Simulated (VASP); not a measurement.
# Nb2SnSe (P4/nmm) in VASP: single point with r2SCAN

Aim: the single point of Nb2SnSe with r2SCAN.

Program: VASP 6.6.1. These are calculated values, not measurements. Logs are shortened: lines on timing, memory, paths and dates and some standing lists are left out, and cuts for length are marked.

## (1) The crystal as given

It takes space group P4/nmm (No. 129, tetragonal). The conventional cell has a = 3.399 Å, b = 3.399 Å, c = 14.044 Å, α = 90.00°, β = 90.00°, γ = 90.00°. Around Nb (site symmetry 4mm) lie 4 Se at 2.76 Å and 4 Sn at 3.03 Å. Nb (site symmetry 4mm) is surrounded by 4 Nb at 2.78 Å and 5 Sn at 2.91 to 3.04 Å. Sn (site symmetry 4mm) is surrounded by 9 Nb at 2.91 to 3.04 Å and 1 Se at 3.20 Å. Se (site symmetry 4mm) has 4 Nb at 2.76 Å as nearest neighbours.

The cell was built by a generator and needn't be a form met in nature.

## (2) Single point, r2SCAN

Contents of INCAR:

```
  PREC = Accurate
  ENCUT = 520
  EDIFF = 1E-6
  ISMEAR = 0
  SIGMA = 0.1
  LREAL = F
  LASPH = T
  NELM = 150
  ALGO = Normal
  ISIF = 2
  LWAVE = F
  LCHARG = F
  METAGGA = R2SCAN
  LMIXTAU = T
  NBANDS = 56
  KPAR = 4
```

Contents of KPOINTS:

```
regular mesh
0
Gamma
  10 10 2
```

Contents of POSCAR:

```
Nb2SnSe
1.0
    3.3990000000      0.0000000000      0.0000000000
    0.0000000000      3.3990000000      0.0000000000
    0.0000000000      0.0000000000     14.0443500000
Nb Sn Se
4 2 2
Direct
    0.5000000000      0.0000000000      0.7016900000
    0.5000000000      0.0000000000      0.9499780000
    0.0000000000      0.5000000000      0.0500220000
    0.0000000000      0.5000000000      0.2983100000
    0.0000000000      0.5000000000      0.8333120000
    0.5000000000      0.0000000000      0.1666880000
    0.0000000000      0.5000000000      0.6056550000
    0.5000000000      0.0000000000      0.3943450000
```

Potentials or basis: VASP PAW PBE potentials, release 64 (Nb_sv, Sn_d, Se).

On the command line:

```bash
$ cat potpaw_PBE.64/Nb_sv/POTCAR potpaw_PBE.64/Sn_d/POTCAR potpaw_PBE.64/Se/POTCAR > POTCAR
$ mpirun -np 4 vasp_std > vasp.out
```

OUTCAR:

```text
PREC = Accurate
   ENCUT = 520
   EDIFF = 1E-6
   ISMEAR = 0
   LREAL = F
   LASPH = T
   NELM = 150
   ISIF = 2
   METAGGA = R2SCAN

 ion  position               nearest neighbor table
   1  0.500  0.000  0.702-   7 2.76   7 2.76   7 2.76   7 2.76   5 3.03   5 3.03   5 3.03   5 3.03

   2  0.500  0.000  0.950-   3 2.78   3 2.78   3 2.78   3 2.78   5 2.91   5 2.91   5 2.91   5 2.91
                             6 3.04
   3  0.000  0.500  0.050-   2 2.78   2 2.78   2 2.78   2 2.78   6 2.91   6 2.91   6 2.91   6 2.91
                             5 3.04
   4  0.000  0.500  0.298-   8 2.76   8 2.76   8 2.76   8 2.76   6 3.03   6 3.03   6 3.03   6 3.03

   5  0.000  0.500  0.833-   2 2.91   2 2.91   2 2.91   2 2.91   1 3.03   1 3.03   1 3.03   1 3.03
                             3 3.04   7 3.20
   6  0.500  0.000  0.167-   3 2.91   3 2.91   3 2.91   3 2.91   4 3.03   4 3.03   4 3.03   4 3.03
                             2 3.04   8 3.20
   7  0.000  0.500  0.606-   1 2.76   1 2.76   1 2.76   1 2.76   5 3.20
   8  0.500  0.000  0.394-   4 2.76   4 2.76   4 2.76   4 2.76   6 3.20

  LATTYP: Found a simple tetragonal cell.
 ALAT       =     3.3990000000
 C/A-ratio  =     4.1319064431

  Lattice vectors:

 A1 = (   3.3990000000,   0.0000000000,   0.0000000000)
 A2 = (   0.0000000000,   3.3990000000,   0.0000000000)
 A3 = (   0.0000000000,   0.0000000000,  14.0443500000)

Analysis of symmetry for initial positions (statically):
=====================================================================
 Subroutine PRICEL returns:
 Original cell was already a primitive cell.

 Routine SETGRP: Setting up the symmetry group for a
 simple tetragonal supercell.

 Subroutine GETGRP returns: Found 16 space group operations
 (whereof  8 operations were pure point group operations)
 out of a pool of 16 trial point group operations.

The static configuration has the point symmetry D_2d.
 The point group associated with its full space group is D_4h.

Analysis of symmetry for dynamics (positions and initial velocities):
=====================================================================
 Subroutine PRICEL returns:
 Original cell was already a primitive cell.

 Routine SETGRP: Setting up the symmetry group for a
 simple tetragonal supercell.

 Subroutine GETGRP returns: Found 16 space group operations
 (whereof  8 operations were pure point group operations)
 out of a pool of 16 trial point group operations.

The dynamic configuration has the point symmetry D_2d.
 The point group associated with its full space group is D_4h.

 Subroutine INISYM returns: Found 16 space group operations
 (whereof  8 operations are pure point group operations),
 and found     1 'primitive' translations

----------------------------------------------------------------------------------------

                                     Primitive cell

  volume of cell :     162.2572

  direct lattice vectors                    reciprocal lattice vectors
     3.399000000  0.000000000  0.000000000     0.294204178  0.000000000  0.000000000
     0.000000000  3.399000000  0.000000000     0.000000000  0.294204178  0.000000000
     0.000000000  0.000000000 14.044350000     0.000000000  0.000000000  0.071203010

  length of vectors
     3.399000000  3.399000000 14.044350000     0.294204178  0.294204178  0.071203010

  position of ions in fractional coordinates (direct lattice)
     0.500000000  0.000000000  0.701690000
     0.500000000  0.000000000  0.949978000
     0.000000000  0.500000000  0.050022000
     0.000000000  0.500000000  0.298310000
     0.000000000  0.500000000  0.833312000
     0.500000000  0.000000000  0.166688000
     0.000000000  0.500000000  0.605655000
     0.500000000  0.000000000  0.394345000

  ion indices of the primitive-cell ions
   primitive index   ion index
                 1           1
                 2           2
                 3           3
                 4           4
                 5           5
                 6           6
                 7           7
                 8           8

----------------------------------------------------------------------------------------

 KPOINTS: regular mesh

Automatic generation of k-mesh.
 Grid dimensions read from file:
 generate k-points for:   10   10    2

 Generating k-lattice:

  Cartesian coordinates                     Fractional coordinates (reciprocal lattice)
     0.029420418  0.000000000  0.000000000     0.100000000  0.000000000  0.000000000
     0.000000000  0.029420418  0.000000000     0.000000000  0.100000000  0.000000000
     0.000000000  0.000000000  0.035601505     0.000000000  0.000000000  0.500000000

  Length of vectors
     0.029420418  0.029420418  0.035601505

  Shift w.r.t. Gamma in fractional coordinates (k-lattice)
     0.000000000  0.000000000  0.000000000

 Subroutine IBZKPT returns following result:
 ===========================================

 Found     42 irreducible k-points:

 Following reciprocal coordinates:
            Coordinates               Weight
  0.000000  0.000000  0.000000      1.000000
  0.100000  0.000000  0.000000      4.000000
  0.200000  0.000000  0.000000      4.000000
  0.300000  0.000000  0.000000      4.000000
  0.400000  0.000000  0.000000      4.000000
  0.500000  0.000000  0.000000      2.000000
[... 16 lines left out ...]
  0.100000  0.000000  0.500000      4.000000
  0.200000  0.000000  0.500000      4.000000
 [... further k-points ...]
   k-points           NKPTS =     42   k-points in BZ     NKDIM =     42   number of bands    NBANDS=     56
   number of dos      NEDOS =    301   number of ions     NIONS =      8
   total plane-waves  NPLWV =  84672
   dimension x,y,z NGX =    28 NGY =   28 NGZ =  108
   dimension x,y,z NGXF=    56 NGYF=   56 NGZF=  216
   ions per type =               4   2   2
   NGX,Y,Z   is equivalent  to a cutoff of  13.69, 13.69, 12.78 a.u.
   NGXF,Y,Z  is equivalent  to a cutoff of  27.39, 27.39, 25.57 a.u.
 SYSTEM =  unknown system
   PREC   = accura    normal or accurate (medium, high low for compatibility)
   ISTART =      0    job   : 0-new  1-cont  2-samecut
   ICHARG =      2    charge: 1-file 2-atom 10-const
   ISPIN  =      1    spin polarized calculation?
   LNONCOLLINEAR =      F non collinear calculations
   LSORBIT =      F    spin-orbit coupling
   LASPH  =      T    aspherical Exc in radial PAW
   ENCUT  =  520.0 eV  38.22 Ry    6.18 a.u.   6.32  6.32 26.11*2*pi/ulx,y,z
   NELM   =    150;   NELMIN=  2; NELMDL= -5     # of ELM steps
   EDIFF  = 0.1E-05   stopping-criterion for ELM
   LREAL  =      F    real-space projection
   EDIFFG = 0.1E-04   stopping-criterion for IOM
   NSW    =      0    number of steps for IOM
   IBRION =     -1    ionic relax: 0-MD 1-quasi-New 2-CG
   NFREE  =      0    steps in history (QN), initial steepest desc. (CG)
   ISIF   =      2    stress and relaxation
   ISYM   =      2    0-nonsym 1-usesym 2-fastsym
   POTIM  = 0.5000    time-step for ionic-motion
   TEBEG  =    0.0;   TEEND  =   0.0 temperature during run
   PSTRESS=    0.0 pullay stress
   NELECT =      92.0000    total number of electrons
   NUPDOWN=      -1.0000    fix difference up-down
   EMIN   =  10.00;   EMAX   =-10.00  energy-range for DOS
   EFERMI =   0.00;   METHOD = LEGACY
   ISMEAR =     0;   SIGMA  =   0.10  broadening in eV -4-tet -1-fermi 0-gaus
   EFERMI_NEDOS =   21; number of points for ismear=-14 and -15
   IALGO  =     38    algorithm
   IMIX   =      4    mixing-type and parameters
     AMIX     =   0.40;   BMIX     =  1.00
     AMIX_MAG =   1.60;   BMIX_MAG =  1.00
  volume/ion in A,a.u.               =      20.28       136.87
  Fermi-wavevector in a.u.,A,eV,Ry     =   1.354990  2.560560 24.980271  1.835998
  Thomas-Fermi vector in A             =   2.482115
   LORBIT       =      0    0 simple, 1 ext, 2 COOP (PROOUT), +10 PAW based schemes
   METAGGA = R2SCAN    functional components
   LHFCALC =     F    Hartree Fock is set to
   AEXX    =    0.0000 exact exchange contribution
   IVDW    =     0    specifies the selected vdW correction
   LEPSILON=     F    determine dielectric tensor
   LRPA    =     F    only Hartree local field effects (RPA)
 non-spin polarized calculation
 Gauss-broadening in eV      SIGMA  =   0.10
  energy-cutoff  :      520.00
  volume of cell :      162.26
 maximum number of plane-waves:      4404
 NGX is ok and might be reduce to    28
   NGX = 13   NGY = 13   NGZ = 53

 number of electron      91.9999986 magnetization

 Free energy of the ion-electron system (eV)
  ---------------------------------------------------
  ext. energy  EPLUGINS =         0.00000000
  ---------------------------------------------------
  free energy    TOTEN  =      -179.83322424 eV

  energy without entropy =     -179.81087440  energy(sigma->0) =     -179.82204932

 E-fermi :   9.3465     XC(G=0): -12.2781

 val. band max:        9.3400257174   @ k =   0.3000   0.2000   0.0000
 cond. band min:       9.3641078668   @ k =   0.0000   0.0000   0.0000
 fundamental gap:      0.0240821494
 Fermi energy:         9.3465448764

 k-point     1 :       0.0000    0.0000    0.0000
  band No.  band energies     occupation
      1     -47.9535      2.00000
      2     -47.9535      2.00000
      3     -47.1674      2.00000
      4     -46.8589      2.00000
      5     -23.2873      2.00000
      6     -23.2860      2.00000
[... 48 lines left out ...]
     55      11.4926      0.00000
     56      11.8061      0.00000

 k-point     2 :       0.1000    0.0000    0.0000
  band No.  band energies     occupation
      1     -47.9521      2.00000
      2     -47.9521      2.00000
      3     -47.1586      2.00000
      4     -46.8651      2.00000
      5     -23.2847      2.00000
      6     -23.2836      2.00000
[... 48 lines left out ...]
     55      11.7515      0.00000
     56      12.0714      0.00000
[... 1237 lines left out ...]
     55      11.6243      0.00000
     56      12.0157      0.00000

 k-point    24 :       0.2000    0.0000    0.5000
  band No.  band energies     occupation
      1     -47.9484      2.00000
      2     -47.9484      2.00000
      3     -47.1332      2.00000
      4     -46.8833      2.00000
      5     -23.3047      2.00000
      6     -23.3047      2.00000
[... 48 lines left out ...]
     55      12.0196      0.00000
     56      12.2994      0.00000

 [... further k-points ...]

------------------------ aborting loop because EDIFF is reached ----------------------------------------

  FORCE on cell =-STRESS in cart. coord.  units (eV):
  Direction    XX          YY          ZZ          XY          YZ          ZX
  --------------------------------------------------------------------------------------
  -------------------------------------------------------------------------------------
  Total       -1.4008395     -1.4008395     -1.4787887      0.0000000      0.0000000      0.0000000
  in kB      -13.8323188    -13.8323188    -14.6020134      0.0000000      0.0000000      0.0000000
  external PRESSURE =     -14.0888837 kB  Pullay stress =       0.0000000 kB

 VOLUME and BASIS-vectors are now :
 -----------------------------------------------------------------------------
  energy-cutoff  :      520.00
  volume of cell :      162.26
      direct lattice vectors                 reciprocal lattice vectors
     3.399000000  0.000000000  0.000000000     0.294204178  0.000000000  0.000000000
     0.000000000  3.399000000  0.000000000     0.000000000  0.294204178  0.000000000
     0.000000000  0.000000000 14.044350000     0.000000000  0.000000000  0.071203010

 POSITION                                       TOTAL-FORCE (eV/Angst)
 -----------------------------------------------------------------------------------
      1.69950      0.00000      9.85478         0.000000      0.000000     -0.032053
      1.69950      0.00000     13.34182         0.000000     -0.000000     -0.004285
      0.00000      1.69950      0.70253        -0.000000      0.000000      0.004285
      0.00000      1.69950      4.18957         0.000000     -0.000000      0.032053
      0.00000      1.69950     11.70333        -0.000000      0.000000      0.144684
      1.69950      0.00000      2.34102         0.000000      0.000000     -0.144684
      0.00000      1.69950      8.50603         0.000000      0.000000      0.072104
      1.69950      0.00000      5.53832         0.000000      0.000000     -0.072104
 -----------------------------------------------------------------------------------
    total drift:                                0.000000      0.000000      0.000000

  FREE ENERGIE OF THE ION-ELECTRON SYSTEM (eV)
  ---------------------------------------------------
  free  energy   TOTEN  =      -179.8332242358 eV

  energy  without entropy=     -179.8108743962  energy(sigma->0) =     -179.82204932
```

It took 10 min on 4 MPI ranks of Intel Xeon Platinum 8488C (Sapphire Rapids), shared host; peak memory 0.52 GiB.

Results:

```yaml
Free_energy: -179.8332 eV
Pressure: -1.4 GPa
Largest_force: 0.145 eV/Å
Band_gap_on_the_k_mesh: none (metal or under the smearing width)
```

Forces in eV/Å, atoms in the order of the input:
```
Nb   0.000  0.000 -0.032
Nb   0.000  0.000 -0.004
Nb   0.000  0.000  0.004
Nb   0.000  0.000  0.032
Sn   0.000  0.000  0.145
Sn   0.000  0.000 -0.145
Se   0.000  0.000  0.072
Se   0.000  0.000 -0.072
```

Stress tensor (GPa, compression positive):
```
-1.38  0.00  0.00
 0.00 -1.38  0.00
 0.00  0.00 -1.46
```

Levels at points of the mesh, in eV from the Fermi level:
```csv
k point,band 44,band 45,band 46,band 47,band 48,band 49
"(0.00, 0.00, 0.00)",0.02,0.02,0.05,0.44,0.84,1.22
"(0.50, 0.00, 0.00)",-1.44,-1.05,-1.05,0.74,0.74,1.63
"(0.50, 0.50, 0.00)",-0.81,-0.42,-0.42,0.83,0.83,1.89
"(0.00, 0.00, 0.50)",-0.02,-0.02,0.05,0.34,0.84,1.15
"(0.50, 0.00, 0.50)",-1.44,-0.93,-0.93,0.74,0.74,1.62
"(0.50, 0.50, 0.50)",-0.91,-0.02,-0.02,0.79,0.79,1.97
```

Caveat: the PAW data sets were made with another functional, which shifts forces and pressure a little.
